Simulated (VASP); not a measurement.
Input for VASP

**INCAR**
```
ALGO = Normal
EDIFF = 1E-7
ENCUT = 480
GGA = PE
ISIF = 2
ISMEAR = 0
LASPH = .True.
LCHARG = .False.
LMAXMIX = 4
LREAL = .False.
LWAVE = .False.
NELM = 100
PREC = Accurate
SIGMA = 0.05
SYSTEM = BaTe
```

### KPOINTS
```
Automatic mesh
0
Gamma
6 6 6
0 0 0
```

### POSCAR
```
BaTe
1
    0.0000000000     3.5440632088     3.5440632088
    3.5440632088     0.0000000000     3.5440632088
    3.5440632088     3.5440632088     0.0000000000
Ba Te
1 1
Direct
  0.0000000000   0.0000000000   0.0000000000
  0.5000000000   0.5000000000   0.5000000000
```

POTCAR, in this order: Ba_sv Te (PBE.64 set). Program: vasp_std.

### Question
Write an equivalent input for Quantum ESPRESSO's pw.x.

### Answer
One equivalent input (not run):
```
&CONTROL
  calculation = 'scf'
  pseudo_dir = './pseudo'
  outdir = './out'
  tprnfor = .true.
  tstress = .true.
/
&SYSTEM
  ibrav = 0
  nat = 2
  ntyp = 2
  ecutwfc = 82.3
  occupations = 'smearing'
  smearing = 'gaussian'
  degauss = 0.003675
  input_dft = 'pbe'
/
&ELECTRONS
  conv_thr = 7.3e-09
  electron_maxstep = 100
/
ATOMIC_SPECIES
  Ba 137.327 Ba.upf
  Te 127.600 Te.upf
CELL_PARAMETERS angstrom
     0.0000000    3.5440632    3.5440632
     3.5440632    0.0000000    3.5440632
     3.5440632    3.5440632    0.0000000
ATOMIC_POSITIONS crystal
  Ba   0.0000000  0.0000000  0.0000000
  Te   0.5000000  0.5000000  0.5000000
K_POINTS automatic
  6 6 6 0 0 0
```
The two are equivalent in intent, not identical: the potentials are each code's own (VASP's PAW set, PseudoDojo norm-conserving files in pw.x), so ENCUT and ecutwfc are chosen apart and not converted; conv_thr bounds pw.x's estimated SCF error, while EDIFF bounds the energy change between steps.

The compound is BaTe in the rock salt structure. It was relaxed first.
